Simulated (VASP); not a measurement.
Input of a VASP 6.6.1 run:

The input INCAR:

```
SYSTEM = Al2InN3
PREC     = Accurate       ! precision mode
ENCUT    = 520            ! plane-wave cutoff, eV
EDIFF    = 1E-6           ! SCF threshold, eV
ISMEAR   = 0              ! smearing method
SIGMA    = 0.03           ! smearing width, eV
LREAL    = .False.        ! projectors in reciprocal space
LASPH    = .True.         ! aspherical terms in the spheres
NELM     = 150            ! most SCF steps
ALGO     = Normal         ! electronic algorithm
ISIF     = 2              ! what is computed and relaxed
LWAVE    = .False.        ! write WAVECAR
LCHARG   = .False.        ! write CHGCAR
METAGGA  = R2SCAN         ! meta-GGA
LMIXTAU  = .True.       
NBANDS   = 26             ! bands
KPAR     = 2
```

KPOINTS

```
regular mesh
0
Gamma
  10 10 10
  0 0 0
```

File POSCAR:

```
Al2InN3
1.0
   -1.6277400000      1.6277400000      6.9393300000
    1.6277400000     -1.6277400000      6.9393300000
    1.6277400000      1.6277400000     -6.9393300000
Al In N
2 1 3
Direct
    0.6748800000      0.6748800000      0.0000000000
    0.3251200000      0.3251200000      0.0000000000
    0.0000000000      0.0000000000      0.0000000000
    0.3984360000      0.8984360000      0.5000000000
    0.1015640000      0.6015640000      0.5000000000
    0.7500000000      0.2500000000      0.5000000000
```

Potentials or basis: VASP PAW PBE potentials, release 64 (Al, In_d, N).

The run is started by

```bash
$ cat potpaw_PBE.64/Al/POTCAR potpaw_PBE.64/In_d/POTCAR potpaw_PBE.64/N/POTCAR > POTCAR
$ mpirun -np 2 vasp_std > vasp.out
```

(1) What does it give for the band gap on the k mesh?

(2) Predict the largest force.

(3) What does it give for the pressure?

Results:

(1) 2.09 eV, direct.

(2) 0.048 eV/Å.

(3) -4.3 GPa.

Caveat: the PAW data sets were made with another functional, which shifts forces and pressure a little; spin-orbit coupling is left out, which moves the levels of the heavy elements.
